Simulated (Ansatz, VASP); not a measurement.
# Cross-check of SiC (Moissanite 3C) between VASP and Ansatz

One calculation is typed for both programs; each brings its own data sets. How far apart do they land? The cell is taken from a series of runs on this material, whose earlier steps may have relaxed, scaled, displaced or heated it; both programs get it as it stands.

Method: plane waves, with VASP 6.6.1 beside it; relaxation of cell and atoms at RPBE, in Ansatz 0.2.0.

## 1. Starting point

It takes space group F-43m (No. 216, cubic). The conventional cell has a = 4.402 Å, b = 4.402 Å, c = 4.402 Å, α = 90.00°, β = 90.00°, γ = 90.00°. Si has 4 C at 1.91 Å nearest. Nearest to C lie 4 Si at 1.91 Å. Farther neighbours are not listed.

As a file:

```
Si C
1.0
     0.00000    2.20089    2.20089
     2.20089    0.00000    2.20089
     2.20089    2.20089    0.00000
Si C
1 1
Direct
  0.00000 0.00000 0.00000
  0.25000 0.25000 0.25000
```

## 2. VASP: relaxation of cell and atoms, RPBE

The relaxed volume is the usual yardstick between codes: in a stiff, nearly cubic crystal its relative difference is about their pressure difference at one cell divided by the bulk modulus.

Lines of VASP's logs that name or quote its potential files are left out, and so is its time.

File INCAR:

```
SYSTEM = SiC
PREC = Accurate
ENCUT = 600
EDIFF = 1E-07
NELM = 120
ISMEAR = 0
SIGMA = 0.01
LREAL = .FALSE.
ALGO = Normal
GGA = RP
NBANDS = 10
LORBIT = 11
LWAVE = .FALSE.
LCHARG = .FALSE.
ISIF = 3
IBRION = 2
NSW = 80
EDIFFG = -0.005
LASPH = .TRUE.
GGA_COMPAT = .FALSE.
NELMIN = 4
EFERMI = MIDGAP
```

File POSCAR:

```
SiC
1.0
    0.0000000000      2.2008870000      2.2008870000
    2.2008870000      0.0000000000      2.2008870000
    2.2008870000      2.2008870000      0.0000000000
Si C
1 1
Direct
    0.0000000000      0.0000000000      0.0000000000
    0.2499998864      0.2499998864      0.2499998864
```

File KPOINTS:

```
Automatic mesh
0
Gamma
12 12 12
0 0 0
```

PAW data sets: Si and C (PBE family, release 64).

The run is started by

```bash
$ mpirun -np 1 vasp_std
```

Numbers of over 12 decimals in the logs are rounded to 6 here.

Output:

```text
[banner, memory and clock lines left out]
running    1 mpi-ranks, on    1 nodes
 distrk:  each k-point on    1 cores,    1 groups
 distr:  one band on    1 cores,    1 groups

 POSCAR found type information on POSCAR SiC
 POSCAR found :  2 types and       2 ions
|                                                                             |
|               ----> ADVICE to this user running VASP <----                  |
|                                                                             |
|     You enforced a specific xc type in the INCAR file but a different       |
|     [... a line on the potential file left out ...]
|     I HOPE YOU KNOW WHAT YOU ARE DOING!                                     |
|                                                                             |

 LDA part: xc-table for (Slater+PW92), standard interpolation
 POSCAR, INCAR and KPOINTS ok, starting setup
 FFT: planning ... GRIDC
 FFT: planning ... GRID_SOFT
 FFT: planning ... GRID
 WAVECAR not read
 entering main loop
       N       E                     dE             d eps       ncg     rms          rms(c)
DAV:   1     0.541203876883E+01    0.54120E+01   -0.43732E+03  1512   0.761E+02
DAV:   2    -0.153582126612E+02   -0.20770E+02   -0.19490E+02  1848   0.117E+02
DAV:   3    -0.160249743210E+02   -0.66676E+00   -0.66525E+00  1724   0.179E+01
DAV:   4    -0.160280388702E+02   -0.30645E-02   -0.30643E-02  1652   0.147E+00
DAV:   5    -0.160280538512E+02   -0.14981E-04   -0.14981E-04  1702   0.979E-02    0.899E+00
DAV:   6    -0.143659662511E+02    0.16621E+01   -0.62740E+00  1500   0.119E+01    0.418E+00
DAV:   7    -0.143279058236E+02    0.38060E-01   -0.36042E-01  1710   0.369E+00    0.186E+00
DAV:   8    -0.143258416686E+02    0.20642E-02   -0.19056E-02  1486   0.105E+00    0.189E-01
DAV:   9    -0.143263729227E+02   -0.53125E-03   -0.16874E-03  1790   0.274E-01    0.139E-01
DAV:  10    -0.143265760471E+02   -0.20312E-03   -0.34493E-04  1576   0.130E-01    0.223E-02
DAV:  11    -0.143265800867E+02   -0.40396E-05   -0.66324E-05  1632   0.449E-02    0.523E-03
DAV:  12    -0.143265810743E+02   -0.98758E-06   -0.26802E-06  1562   0.122E-02    0.157E-03
DAV:  13    -0.143265810931E+02   -0.18834E-07   -0.16734E-07  1586   0.311E-03
   1 F= -.14326581E+02 E0= -.14326581E+02  d E =-.143266E+02
 curvature:   0.00 expect dE= 0.000E+00 dE for cont linesearch  0.000E+00
 trial: gam= 0.00000 g(F)=  0.325E-41 g(S)=  0.486E-03 ort = 0.000E+00 (trialstep = 0.100E+01)
 search vector abs. value=  0.486E-03
 bond charge predicted
       N       E                     dE             d eps       ncg     rms          rms(c)
DAV:   1    -0.143267862535E+02   -0.20518E-03   -0.92737E-03  1448   0.687E-01    0.112E-01
DAV:   2    -0.143266298789E+02    0.15637E-03   -0.39956E-04  1494   0.113E-01    0.557E-02
DAV:   3    -0.143265997047E+02    0.30174E-04   -0.56091E-05  1542   0.461E-02    0.146E-02
DAV:   4    -0.143265954933E+02    0.42113E-05   -0.85792E-06  1488   0.150E-02    0.753E-03
DAV:   5    -0.143265958348E+02   -0.34143E-06   -0.36782E-07  1558   0.381E-03    0.450E-03
DAV:   6    -0.143265961135E+02   -0.27874E-06   -0.58252E-08   750   0.168E-03    0.965E-04
DAV:   7    -0.143265960488E+02    0.64664E-07   -0.81163E-09   738   0.602E-04
   2 F= -.14326596E+02 E0= -.14326596E+02  d E =-.149558E-04
 trial-energy change:   -0.000015  1 .order   -0.000007   -0.000486    0.000473
 step:   0.5199(harm=  0.5069)  dis= 0.00000  next Energy=   -14.326709 (dE=-0.127E-03)
 bond charge predicted
       N       E                     dE             d eps       ncg     rms          rms(c)
DAV:   1    -0.143267576624E+02   -0.16155E-03   -0.21313E-03  1446   0.329E-01    0.536E-02
DAV:   2    -0.143267194975E+02    0.38165E-04   -0.92393E-05  1490   0.543E-02    0.268E-02
DAV:   3    -0.143267108993E+02    0.85982E-05   -0.12842E-05  1540   0.221E-02    0.709E-03
DAV:   4    -0.143267089576E+02    0.19417E-05   -0.19815E-06  1488   0.719E-03    0.359E-03
DAV:   5    -0.143267087265E+02    0.23108E-06   -0.81039E-08   744   0.182E-03    0.198E-03
DAV:   6    -0.143267085992E+02    0.12734E-06   -0.13665E-08   732   0.898E-04    0.170E-04
DAV:   7    -0.143267086158E+02   -0.16649E-07   -0.17976E-09   732   0.306E-04
   3 F= -.14326709E+02 E0= -.14326709E+02  d E =-.127523E-03
 curvature:  -0.25 expect dE=-0.557E-07 dE for cont linesearch -0.557E-07
 trial: gam= 0.00000 g(F)=  0.100E-41 g(S)=  0.220E-06 ort =-0.103E-04 (trialstep = 0.904E+00)
 search vector abs. value=  0.220E-06
 reached required accuracy - stopping structural energy minimisation
```

From OUTCAR (step 2):

```text
ion  position               nearest neighbor table
   1  0.000  0.000  0.000-   2 1.91   2 1.91   2 1.91   2 1.91
   2  0.250  0.250  0.250-   1 1.91   1 1.91   1 1.91   1 1.91

  LATTYP: Found a face centered cubic cell.
 ALAT       =     4.4017740000

 Subroutine GETGRP returns: Found 24 space group operations
 (whereof 24 operations were pure point group operations)

The static configuration has the point symmetry T_d .

 Found     72 irreducible k-points:

   k-points           NKPTS =     72   k-points in BZ     NKDIM =     72   number of bands    NBANDS=     10

   dimension x,y,z NGX =    28 NGY =   28 NGZ =   28
   dimension x,y,z NGXF=    56 NGYF=   56 NGZF=   56

   ENCUT  =  600.0 eV  44.10 Ry    6.64 a.u.   6.22  6.22  6.22*2*pi/ulx,y,z

   NELECT =       8.0000    total number of electrons

 k-points in reciprocal lattice and weights: Automatic mesh
   0.00000000  0.00000000  0.00000000       0.001
   0.08333333  0.00000000  0.00000000       0.005
   0.16666667  0.00000000  0.00000000       0.005
   0.25000000  0.00000000  0.00000000       0.005
   0.33333333  0.00000000  0.00000000       0.005
   0.41666667  0.00000000  0.00000000       0.005
   0.50000000  0.00000000  0.00000000       0.002
   0.08333333  0.08333333  0.00000000       0.003
   0.16666667  0.08333333  0.00000000       0.014
[...]
-0.33333333  0.50000000  0.16666667       0.007
  -0.25000000  0.50000000  0.25000000       0.003

 average (electrostatic) potential at core
       1 -80.8759       2 -45.2549

 E-fermi :   8.5904

 k-point     1 :       0.0000    0.0000    0.0000
  band No.  band energies     occupation
      1      -7.3163      2.00000
      2       7.8945      2.00000
      3       7.8945      2.00000
      4       7.8945      2.00000
      5      13.8294      0.00000
      6      15.0657      0.00000
      7      15.0657      0.00000
      8      15.0657      0.00000
      9      22.1879      0.00000
    ...

 k-point     2 :       0.0833    0.0000    0.0000
  band No.  band energies     occupation
      1      -7.1836      2.00000
      2       7.1683      2.00000
      3       7.8009      2.00000
      4       7.8009      2.00000
      5      14.1011      0.00000
      6      15.1986      0.00000
      7      15.2384      0.00000
      8      15.2384      0.00000
      9      21.4789      0.00000
    ...

 k-point     3 :       0.1667    0.0000    0.0000
  band No.  band energies     occupation
      1      -6.7896      2.00000
      2       5.5407      2.00000
      3       7.5691      2.00000
      4       7.5691      2.00000
      5      14.0299      0.00000
      6      15.5778      0.00000
      7      15.5778      0.00000
      8      16.0522      0.00000
      9      20.7163      0.00000
    ...

  Total        0.0017427      0.0017427      0.0017427      0.0000000     -0.0000000      0.0000000
  in kB        0.1313591      0.1313591      0.1313591      0.0000000     -0.0000000      0.0000000
  external PRESSURE =       0.1313591 kB  Pullay stress =       0.0000000 kB

  energy-cutoff  :      600.00
  volume of cell :       21.26
      direct lattice vectors                 reciprocal lattice vectors
     0.000000000  2.198625293  2.198625293    -0.227414831  0.227414831  0.227414831
     2.198625293  0.000000000  2.198625293     0.227414831 -0.227414831  0.227414831
     2.198625293  2.198625293  0.000000000     0.227414831  0.227414831 -0.227414831

 POSITION                                       TOTAL-FORCE (eV/Angst)
 -----------------------------------------------------------------------------------
      0.00000      0.00000      0.00000         0.000000      0.000000     -0.000000
      1.09931      1.09931      1.09931        -0.000000     -0.000000      0.000000
 -----------------------------------------------------------------------------------
    total drift:                                0.000159      0.000159      0.000159

  FREE ENERGIE OF THE ION-ELECTRON SYSTEM (eV)
  ---------------------------------------------------
  free  energy   TOTEN  =       -14.3267086158 eV

  energy  without entropy=      -14.3267086158  energy(sigma->0) =      -14.32670862

 reached required accuracy - stopping structural energy minimisation

 total charge
# of ion       s       p       d       tot
------------------------------------------
    1        0.706   0.951   0.000   1.658
    2        0.840   1.683   0.000   2.523
--------------------------------------------------
tot          1.546   2.634   0.000   4.180

[... 3 further parts left out ...]
```

The run keeps the 24 symmetry operations of its start, so it cannot find a distortion of lower symmetry.

## 3. Ansatz: relaxation of cell and atoms, RPBE

Ansatz runs on its default PAW (the set named soft_2) files.

The same cell, functional and mesh now go to Ansatz, which takes its cutoff from its data sets.

File input.yaml:

```yaml
crystal:
  lattice:
    - [0.0, 2.2008869818, 2.2008869818]
    - [2.2008869818, 0.0, 2.2008869818]
    - [2.2008869818, 2.2008869818, 0.0]
  atoms:
    - { symbol: Si, position: [0.0, 0.0, 0.0] }
    - { symbol: C, position: [0.25, 0.25, 0.25] }
kpoints:
  mp_grid: { grid: [12, 12, 12] }
hamiltonian:
  xc: rpbe
scf:
  occupations: { method: fixed }
output:
  forces: true
  stress: true
  eigenvalues: true
relax:
  adjacent_minimum: "off"
  f_tol: 0.001
  max_steps: 60
  cell: { stress_tol: 0.01 }
```

The run is started by

```bash
$ ansatz run input.yaml --threads 2 --pin off --max-ram 5120MiB --backend cpu --events-out ev --progress --plain --runs-dir out
```

Output:

```text
Engine: ansatz 0.2.0, aarch64-unknown-linux-gnu
Pseudopotentials: kind: paw
Pseudopotential: Si, paw, valence charge 4, recommended cutoff 420 eV (normal), Si.paw.azcp
Pseudopotential: C, paw, valence charge 4, recommended cutoff 420 eV (normal), C.paw.azcp
Functional definition: RPBE
  parameter kappa = 0.804
  parameter beta = 0.066725
  exchange = rpbe_x(kappa = kappa, mu = beta*pi^2/3)
  correlation = pbe_c(beta = beta)
Crystal: 2 atoms, lattice volume = 21.322 Å³
Basis set: ecut = 420 eV, 411 PW (Γ), exchange–correlation on 48×48×48 points (8 copies of the dense FFT grid, shifted against one another)
Bands: 8, of which v1, the nominal top of the filled ones, is band 4 counted from 1 (3 counted from 0)
Symmetry: 24 space group operations
Space group: F-43m (ITA 216), of the structure as read, at distance tolerance 2.8e-5 Å
k-points: 72 of 1728 (time reversal used)
Non-local potential: Si, projectors of the file, l = 0: 2, l = 1: 2, l = 2: 2
Non-local potential: C, projectors of the file, l = 0: 2, l = 1: 2, l = 2: 1
PAW form: soft (Blöchl's): semilocal exchange-correlation on the pseudo side does not see the compensation charge
PAW frozen core: Si, regenerated for the run's functional, and the local potential with it (the file was generated under x = pbe(κ = 0.804, μ = 0.219515), c = pbe(β = 0.066725))
PAW frozen core: C, regenerated for the run's functional, and the local potential with it (the file was generated under x = pbe(κ = 0.804, μ = 0.219515), c = pbe(β = 0.066725))
PAW one-centre angular grid: Si, 110 points (default); XC on 64 Gauss nodes
PAW one-centre angular grid: C, 110 points (default); XC on 64 Gauss nodes
Initial density: superposition of atomic densities (neutral atoms: chi_scale 0, normalization atom), corrected by the library's trained network
Initial wavefunctions: pseudopotential atomic-orbital guess
Functional: x = rpbe, c = pbe(β = 0.066725)
SCF iter   1: F=—  HF=-891.483005 eV  |F-HF|=—  |Δ(HF+E_count)|=         —  Δρ=3.50e-3  dr2=1.65e-3  ethr=1.77e-3  ⟨swp⟩=4.7  Hψ=4053  notcnv=0  defer=118
preconditioner: auto → none  [insulator: Δε(μ)=1.373 eV  Ē_g=13.827 eV  n_scr=0 (ndim 8)  ℏωp=22.7 eV  f_vac=0.000  ε∞_Penn≈3.7]
SCF iter   2: F=—  HF=-891.482697 eV  |F-HF|=—  |Δ(HF+E_count)|=   3.08e-4  Δρ=1.19e-3  dr2=2.00e-4  ethr=2.06e-5  ⟨swp⟩=2.8  Hψ=1522  notcnv=0  defer=137
SCF iter   3: F=—  HF=-891.482676 eV  |F-HF|=—  |Δ(HF+E_count)|=   2.06e-5  Δρ=5.71e-4  dr2=2.73e-5  ethr=2.50e-6  ⟨swp⟩=2.9  Hψ=1007  notcnv=0  defer=137
SCF iter   4: F=—  HF=-891.482682 eV  |F-HF|=—  |Δ(HF+E_count)|=   5.43e-6  Δρ=7.13e-5  dr2=5.15e-7  ethr=3.42e-7  ⟨swp⟩=2.7  Hψ=928  notcnv=0  defer=10
iter 5 did not close the SCF: its close was put off for the readings that it lacked (scf_convergence_deferred on its scf_iter line)
SCF iter   5: F=-891.482683 eV  HF=-891.482683 eV  |F-HF|=8.12e-9  |Δ(HF+E_count)|=   8.20e-7  Δρ=1.07e-5  dr2=2.63e-8  ethr=6.44e-9  ⟨swp⟩=2.0  Hψ=853  notcnv=0  defer=57
SCF iter   6: F=-891.482683 eV  HF=-891.482683 eV  |F-HF|=3.98e-10  |Δ(HF+E_count)|=   3.83e-9  Δρ=1.15e-6  dr2=1.80e-10  ethr=3.28e-10  ⟨swp⟩=4.3  Hψ=3192  notcnv=0
SCF 1 converged in 6 iterations: F = -891.482683 eV  dr2 = 1.80e-10
  greatest PAW one-centre occupation: 0.645 electrons in one spin orbital (limit 2), on the C atom at site 1 (counted from 0), in its partial waves of l = 0
relax step   1: F+E_penalty+E_count = -891.48268263 eV  Δ(F+E_penalty+E_count) = +0.000e0 eV  max|allowed force component| = 4.626e-16 eV/Å  Δτ_max = 0.0000 Å  P = -0.002 GPa  Ω = 21.322 Å³  (6 SCF iters, dr2 threshold 1.00e-7 eV, accepted)
Initial density: handed on by an earlier stage of this run
Initial wavefunctions: pseudopotential atomic-orbital guess (no wavefunctions were taken with the density)
iter 1 solved again at ethr=8.74e-8 eV; its pass at ethr=3.10e-3 eV (dr2=6.99e-6 eV) is discarded
SCF iter   1: F=—  HF=-891.482686 eV  |F-HF|=—  |Δ(HF+E_count)|=         —  Δρ=1.29e-6  dr2=1.25e-10  ethr=8.74e-8  ⟨swp⟩=2.8  Hψ=5667  notcnv=0  defer=139
eigensolver tolerance schedule: the retry pair's looser diagonalisation over-reported the residual by 55799.10 of it (diagonalisation noise at an unbounded share of the residual, at the tolerance the schedule requests for it); recorded, not acted on — ethr = c·dr2/N_el stays at c = 1.0e-1
preconditioner: auto → none  [insulator: Δε(μ)=1.399 eV  Ē_g=13.832 eV  n_scr=0 (ndim 8)  ℏωp=22.7 eV  f_vac=0.000  ε∞_Penn≈3.7]
SCF iter   2: F=—  HF=-891.482683 eV  |F-HF|=—  |Δ(HF+E_count)|=   3.65e-6  Δρ=8.12e-7  dr2=8.33e-11  ethr=1.57e-12  ⟨swp⟩=3.2  Hψ=1124  notcnv=0  defer=21
SCF iter   3: F=—  HF=-891.482683 eV  |F-HF|=—  |Δ(HF+E_count)|=  1.07e-10  Δρ=3.60e-7  dr2=9.95e-12  ethr=1.04e-12  ⟨swp⟩=2.1  Hψ=847  notcnv=0  defer=21
SCF iter   4: F=—  HF=-891.482683 eV  |F-HF|=—  |Δ(HF+E_count)|=  3.83e-11  Δρ=1.88e-7  dr2=3.14e-12  ethr=1.24e-13 (applied; sched 1.00e-12)  ⟨swp⟩=2.0  Hψ=861  notcnv=0  defer=21
SCF iter   5: F=-891.482683 eV  HF=-891.482683 eV  |F-HF|=2.27e-13  |Δ(HF+E_count)|=  1.53e-11  Δρ=1.77e-8  dr2=5.03e-14  ethr=1.00e-12  ⟨swp⟩=5.0  Hψ=3401  notcnv=0
SCF 2 converged in 5 iterations: F = -891.482683 eV  dr2 = 5.03e-14
relax step   2: F+E_penalty+E_count = -891.48268263 eV  Δ(F+E_penalty+E_count) = -1.357e-10 eV  max|allowed force component| = 3.886e-16 eV/Å  Δτ_max = 0.0000 Å  P = -0.002 GPa  Ω = 21.322 Å³  stress off target by 1.85e-3 GPa  SCF on the basis re-selected at this cell (its energy is not comparable with the rows above)  (5 SCF iters)
basis re-selected at this cell: Δ(F+E_penalty+E_count) = -1.357e-10 eV, ΔP = +0.000 GPa vs the last step (what re-selecting the basis moved, of the pressure what is left beyond the Pulay correction that the steps carried, after the strain that the cell walked since its last selection, with what the two solves' SCF thresholds leave and, on support functions, any second-order correction that the steps lacked; it is no  [...]
SCF converged after 5 iterations
Free energy (F): -891.482683 eV
Harris-Foulkes:  -891.482683 eV  (|F-HF|=2.27e-13)
Internal energy: -891.482683 eV  (E = F + TS)
E sigma→0 (E₀):  -891.482683 eV
Fermi energy:    9.208348 eV
--- Per-component energies (eV) ---
  E_band       = 27.056146
  E_kinetic    = 134.023659
  E_local      = -105.056645  (includes V_loc(G=0)·N_el)
  E_nonlocal   = 50.327901
  E_hartree    = 32.365646
  E_xc         = -105.149858
  E_vxc        = -108.630191  (∫ρ·V_xc dr)
  E_paw        = -616.002885  (= ΣΔE_a)
  E_vpaw       = -8.339882  (= ΣTr[D̂ρ^β])
  E_aug_tail   = 0.000012  (compensation charges beyond the density's cutoff)
  E_ewald      = -281.951714
  E_core_change = -0.038798  (= ΣΔE_core)
  E_smearing   = -0.000000  (= −TS)
  E_closure    = -0.000000  (closes the sum)
  Σ components = -891.482683   (vs F -891.482683, Δ=0.00e0)
--- Forces (eV/Å), atoms counted from 1 ---
  atom   1  Si     0.00000000    -0.00000000    -0.00000000
  atom   2  C     -0.00000000     0.00000000    -0.00000000
  max |Σ_I F_I| component: 1.11e-16 eV/Å
--- Stress (GPa, compression-positive) ---
       -0.001850       0.000000       0.000000
        0.000000      -0.001850       0.000000
       -0.000000       0.000000      -0.001850
  P = ⅓ Tr σ = -0.0018 GPa (-0.018 kbar)
--- Band table (eV; the first three rows and the last of 72) ---
  k-point 0: bands = ["-5.9918", "9.2083", "9.2083", "9.2083", "15.0808", "16.3538", "16.3538", "16.3538"]
  k-point 1: bands = ["-5.8594", "8.4797", "9.1141", "9.1141", "15.3577", "16.4836", "16.5266", "16.5266"]
  k-point 2: bands = ["-5.4663", "6.8508", "8.8807", "8.8807", "15.3009", "16.8674", "16.8674", "17.3259"]
  k-point 71: bands = ["-0.9341", "2.2437", "4.3623", "4.6405", "14.4011", "18.4092", "18.4339", "18.9120"]
--- Relaxed structure (1 steps of the walk, 1 accepted, 1 SCFs on fresh bases) ---
  F+E_penalty+E_count = -891.48268263 eV   max|allowed force component| = 3.886e-16 eV/Å   (the final SCF, on the basis selected at the relaxed cell)
  cell:  # Å, volume = 21.3218 Å³
    - [0.0, 2.2008869818, 2.2008869818]
    - [2.2008869818, 0.0, 2.2008869818]
    - [2.2008869818, 2.2008869818, 0.0]
  atoms:
    - { symbol: Si, position: [0.0, 0.0, 0.0] }
    - { symbol: C, position: [0.25, 0.25, 0.25] }
```

The column dr2 measures how far the density is from self-consistency, as an energy; F and HF (Harris–Foulkes) agree once it is small.

## 4. Side by side

Known differences besides the potentials themselves: fixed occupations in Ansatz, narrow Gaussian smearing in VASP; the cutoff is 420 eV in Ansatz and 600 eV in VASP; Ansatz makes its cores anew for this functional, VASP keeps those of its PBE data sets; Ansatz adds a Pulay correction to the stress that steers its cell, VASP none. Total energies have different zeros and are not compared.

Both answers:

```csv
quantity,Ansatz,VASP,difference
volume (Å³),21.32,21.26,+0.31 %
"edge a after relaxation, in the typed setting (Å)",3.112,3.109,+0.10 %
```

## 5. Summary of results

* difference in volume (relaxation of cell and atoms, RPBE): 0.31 %

What this shows: The difference in volume is 0.31 % (relaxation of cell and atoms, RPBE), within the 1.2 % picked in this series as the mark of a large difference, as far as the stopping tolerances let one tell. 1 further run of this series is not shown here. Such differences can come from data sets, numerical settings and the points named under the comparisons, not from the functional's error against experiment.

[Lines on the potential files, build, host, timing and source positions are cut from VASP's logs without a mark.]

[Logs are printed without paths, hosts, clocks, repeated set-up lines and the standing remarks that a program may print on its own settings, such as how far it seeks lower states.]

[Hosts, paths, dates, database ids (printed as entryN), source tags and the programs' standing remarks are cut or masked in the printed files.]
